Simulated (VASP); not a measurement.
Data:

```yaml
crystal:
  lattice:
    - [0.00000, 2.26717, 2.26717]
    - [2.26717, 0.00000, 2.26717]
    - [2.26717, 2.26717, 0.00000]
  atoms:
    - { symbol: Hf, position: [0.00000, 0.00000, 0.00000] }
    - { symbol: N, position: [0.50000, 0.50000, 0.50000] }
```

All values below come from PBE GGA with spin-orbit coupling, VASP's PBE PAW potentials (set 64) (plane waves; VASP). Run with 520 eV cut-off, 13×13×13 Γ-centred mesh, Gaussian smearing of 0.050 eV, potentials Hf_pv N.

Q: What does the run give for the energy per atom (σ→0), band gap (over mesh and band path) with the smallest direct gap where there is one?

A: 
```json
{
  "band gap (over mesh and band path)": "none (metal, semimetal or under 0.01 eV)",
  "energy per atom (σ→0)": "-11.204 eV/atom"
}
```

The compound is HfN in the rock salt structure. It was relaxed first.
